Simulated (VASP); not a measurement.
Consider the following.

```
SnO
1.0
    3.83961     0.00000     0.00000
    0.00000     3.83961     0.00000
    0.00000     0.00000     4.80057
Sn O
2 2
Direct
  0.50000   0.00000   0.75871
  0.00000   0.50000   0.24129
  0.50000   0.50000   0.00000
  0.00000   0.00000   0.00000
```

These are TPSS meta-GGA, VASP's PBE PAW potentials (set 64) (plane waves; VASP 6.6.1) values and carry that method's errors. Settings: 520 eV cut-off, 7×7×5 Γ-centred mesh, tetrahedra with Blöchl corrections, potentials Sn_d O.

The cores are frozen, which limits the accuracy of field gradients. Without a dispersion term in the relaxation, distances and binding between the weakly bound layers, chains or molecules are unreliable, and so is what depends on them.

### Question
Give the principal components of the electric field gradient (V/Å²) and the asymmetry η at each nucleus.

### Answer

| atom | Vxx | Vyy | Vzz | η |
|---|---|---|---|---|
| Sn1 | 84.7 | 84.7 | -169.3 | 0.00 |
| Sn2 | 84.7 | 84.7 | -169.3 | 0.00 |
| O3 | -0.4 | -0.4 | 0.9 | 0.00 |
| O4 | -0.4 | -0.4 | 0.9 | 0.00 |

The compound is SnO in the litharge structure. It was relaxed first.
